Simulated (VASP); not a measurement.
VASP runs on InP (space group F-43m) share one base input (LDA (Ceperley-Alder, Perdew-Zunger), plane waves, VASP's LDA PAW potentials (set 64)) and change the settings named in each case.

### KPOINTS
```
Automatic mesh
0
Gamma
7 7 7
0 0 0
```

### INCAR
```
SYSTEM  =  InP
PREC  =  Accurate; ENCUT  =  300; LREAL  =  .False.
LASPH  =  .True.
EDIFF  =  1E-6; NELM  =  100; ALGO  =  Normal
LMAXMIX  =  4
ISMEAR  =  -1; SIGMA  =  0.02
ISIF  =  2
LWAVE  =  .False.; LCHARG  =  .False.
```

### POSCAR
```
InP
4.1507170
  0.0000000000   0.7071067481   0.7071067481
  0.7071067481   0.0000000000   0.7071067481
  0.7071067481   0.7071067481   0.0000000000
In P
1 1
Direct
  0.0000000000   0.0000000000   0.0000000000
  0.2500000000   0.2500000000   0.2500000000
```

POTCAR, in this order: In_d P (LDA.64 set). Program: vasp_std.

```csv
change,E(σ→0) (eV/atom),pressure (GPa)
base run,-4.8305,-1.81
"GGA = PS, POTCAR In_d P (PBE.64 set)",-4.5743,…
"GGA_COMPAT = .FALSE., LNONCOLLINEAR = .TRUE., LSORBIT = .TRUE., MAGMOM = 0.0 0.0 0.0 0.0 0.0 0.0, program vasp_ncl",-4.8494,…
KPOINTS 4×4×4 Γ-centred mesh,-4.7727,-1.64
```

### Question
Fill in the missing entries.

### Answer

- GGA = PS, POTCAR In_d P (PBE.64 set), pressure (GPa): -0.06
- GGA_COMPAT = .FALSE., LNONCOLLINEAR = .TRUE., LSORBIT = .TRUE., MAGMOM = 0.0 0.0 0.0 0.0 0.0 0.0, program vasp_ncl, pressure (GPa): -1.85

Energies of different potentials or functionals have different zeros.  Unless said otherwise, spin-orbit coupling is left out, though it shifts the bands of the heavy elements here. At 300 eV the pressure can carry a Pulay error.

Left out are runs that ran out of time, are held back, or changed the cell or the kind of run, fixed moments of cells without a moment, rows past the twelfth, gaps on odd meshes, pressures of charged cells and columns that move by less than the noise.

The structure is a typed InP crystal (F-43m). The cell was not relaxed at this level.
